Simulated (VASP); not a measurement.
OSZICAR of a VASP run on SiGe (relaxed from the NiAs type structure, space group P6_3/mmc):

**OSZICAR**
```
       N       E                     dE             d eps       ncg     rms          rms(c)
DAV:   1     0.249080077759E+03    0.24908E+03   -0.17947E+04  2726   0.374E+03
DAV:   2     0.170294084625E+02   -0.23205E+03   -0.22705E+03  2482   0.686E+02
DAV:   3    -0.190662211470E+02   -0.36096E+02   -0.35625E+02  2986   0.163E+02
DAV:   4    -0.203147258799E+02   -0.12485E+01   -0.12386E+01  2916   0.337E+01
DAV:   5    -0.203427367285E+02   -0.28011E-01   -0.27995E-01  3004   0.551E+00    0.490E+00
DAV:   6    -0.202555722654E+02    0.87164E-01   -0.68842E-02  3420   0.402E+00    0.276E+00
DAV:   7    -0.202144555840E+02    0.41117E-01   -0.42667E-02  3298   0.256E+00    0.215E-01
DAV:   8    -0.202136709468E+02    0.78464E-03   -0.58907E-03  3236   0.125E+00    0.103E-01
DAV:   9    -0.202136953891E+02   -0.24442E-04   -0.22532E-04  2970   0.152E-01    0.323E-02
DAV:  10    -0.202136952164E+02    0.17265E-06   -0.20258E-05  3426   0.612E-02    0.103E-02
DAV:  11    -0.202136951071E+02    0.10933E-06   -0.40233E-06  2486   0.355E-02
   1 F= -.16051154E+02 E0= -.16050930E+02  d E =-.160512E+02
       N       E                     dE             d eps       ncg     rms          rms(c)
DAV:   1    -0.218585946363E+02   -0.16449E+01   -0.26310E+01  3082   0.893E+01    0.846E+00
DAV:   2    -0.203923848725E+02    0.14662E+01   -0.24688E+00  2964   0.354E+01    0.415E+00
DAV:   3    -0.199435390806E+02    0.44885E+00   -0.61940E-01  3354   0.144E+01    0.108E+00
DAV:   4    -0.199106454652E+02    0.32894E-01   -0.43135E-02  3210   0.348E+00    0.463E-01
DAV:   5    -0.199089951750E+02    0.16503E-02   -0.15806E-03  2752   0.510E-01    0.163E-01
DAV:   6    -0.199089009968E+02    0.94178E-04   -0.26664E-04  2970   0.235E-01    0.498E-02
DAV:   7    -0.199089032682E+02   -0.22714E-05   -0.25729E-05  3542   0.584E-02    0.100E-02
DAV:   8    -0.199089023911E+02    0.87711E-06   -0.37847E-06  2482   0.396E-02
   2 F= -.16061278E+02 E0= -.16061215E+02  d E =-.101238E-01
       N       E                     dE             d eps       ncg     rms          rms(c)
DAV:   1    -0.205032714070E+02   -0.59437E+00   -0.64789E+00  3106   0.520E+01    0.376E+00
DAV:   2    -0.201952806162E+02    0.30799E+00   -0.44201E-01  2982   0.130E+01    0.194E+00
DAV:   3    -0.200948320484E+02    0.10045E+00   -0.18123E-01  3270   0.747E+00    0.399E-01
DAV:   4    -0.200886709886E+02    0.61611E-02   -0.12549E-02  3006   0.204E+00    0.194E-01
DAV:   5    -0.200880726620E+02    0.59833E-03   -0.45147E-04  2902   0.255E-01    0.747E-02
DAV:   6    -0.200880441150E+02    0.28547E-04   -0.14597E-04  3010   0.239E-01    0.185E-02
DAV:   7    -0.200880436192E+02    0.49579E-06   -0.52823E-06  2728   0.256E-02
   3 F= -.16096215E+02 E0= -.16096341E+02  d E =-.450610E-01
       N       E                     dE             d eps       ncg     rms          rms(c)
DAV:   1    -0.200920498814E+02   -0.40058E-02   -0.41286E-03  3100   0.124E+00    0.979E-02
DAV:   2    -0.200918448000E+02    0.20508E-03   -0.31014E-04  2940   0.354E-01    0.497E-02
DAV:   3    -0.200917784546E+02    0.66345E-04   -0.11184E-04  3352   0.187E-01    0.111E-02
DAV:   4    -0.200917733278E+02    0.51269E-05   -0.79069E-06  2858   0.507E-02    0.510E-03
DAV:   5    -0.200917726274E+02    0.70039E-06   -0.23376E-07  1394   0.614E-03
   4 F= -.16096159E+02 E0= -.16096281E+02  d E =-.450053E-01
       N       E                     dE             d eps       ncg     rms          rms(c)
DAV:   1    -0.200914363664E+02    0.33696E-03   -0.12147E-02  3016   0.106E+00    0.160E-01
DAV:   2    -0.200910455448E+02    0.39082E-03   -0.60082E-04  3056   0.427E-01    0.974E-02
DAV:   3    -0.200908339944E+02    0.21155E-03   -0.34247E-04  3826   0.315E-01    0.913E-03
DAV:   4    -0.200908359141E+02   -0.19197E-05   -0.49749E-05  2714   0.803E-02    0.573E-03
DAV:   5    -0.200908359804E+02   -0.66276E-07   -0.16739E-06  1764   0.226E-02
   5 F= -.16096393E+02 E0= -.16096549E+02  d E =-.233600E-03
       N       E                     dE             d eps       ncg     rms          rms(c)
DAV:   1    -0.200910763917E+02   -0.24048E-03   -0.49941E-02  3000   0.214E+00    0.323E-01
DAV:   2    -0.200894915712E+02    0.15848E-02   -0.25193E-03  2974   0.795E-01    0.197E-01
DAV:   3    -0.200886253539E+02    0.86622E-03   -0.13868E-03  3726   0.605E-01    0.183E-02
DAV:   4    -0.200886312868E+02   -0.59329E-05   -0.18451E-04  2754   0.158E-01    0.117E-02
DAV:   5    -0.200886311068E+02    0.18000E-06   -0.81981E-06  3042   0.456E-02
   6 F= -.16096597E+02 E0= -.16096852E+02  d E =-.437974E-03
       N       E                     dE             d eps       ncg     rms          rms(c)
DAV:   1    -0.200780590455E+02    0.10572E-01   -0.61748E-02  3094   0.476E+00    0.382E-01
DAV:   2    -0.200749499038E+02    0.31091E-02   -0.47411E-03  2958   0.139E+00    0.194E-01
DAV:   3    -0.200739591871E+02    0.99072E-03   -0.16997E-03  3372   0.728E-01    0.444E-02
DAV:   4    -0.200738988383E+02    0.60349E-04   -0.13452E-04  3048   0.202E-01    0.203E-02
DAV:   5    -0.200738953880E+02    0.34503E-05   -0.45940E-06  2768   0.244E-02    0.778E-03
DAV:   6    -0.200738956601E+02   -0.27205E-06   -0.13973E-06  1316   0.235E-02
   7 F= -.16096453E+02 E0= -.16096709E+02  d E =0.144514E-03
       N       E                     dE             d eps       ncg     rms          rms(c)
DAV:   1    -0.200861625261E+02   -0.12267E-01   -0.29776E-02  3100   0.334E+00    0.264E-01
DAV:   2    -0.200846790624E+02    0.14835E-02   -0.22474E-03  2972   0.947E-01    0.135E-01
DAV:   3    -0.200841988202E+02    0.48024E-03   -0.82083E-04  3344   0.504E-01    0.302E-02
DAV:   4    -0.200841661904E+02    0.32630E-04   -0.64215E-05  2990   0.140E-01    0.139E-02
DAV:   5    -0.200841628021E+02    0.33883E-05   -0.19793E-06  2022   0.169E-02    0.508E-03
DAV:   6    -0.200841623410E+02    0.46113E-06   -0.70920E-07  1322   0.168E-02
   8 F= -.16096628E+02 E0= -.16096884E+02  d E =-.309501E-04
```

Question: Which electronic solver shows in the log?

Answer: It is blocked Davidson (ALGO = Normal, or the opening steps of other solvers). The INCAR had ALGO = Normal.

Question: Can the final energy be trusted as converged?

Answer: The run converged. It stopped with EDIFF = 1E-6, NELM = 100, NSW = 40 and EDIFFG = -0.02 after 8 ionic steps (PBEsol GGA, plane waves, VASP's PBE PAW potentials (set 64)). Energy and stress use the plane-wave basis of the starting cell.

The structure was generated: SiGe was put into the NiAs type type (P6_3/mmc), which need not be its known phase. This run relaxes it under an external pressure of 10 GPa. Symmetry was kept, so distortions that lower it aren't found.
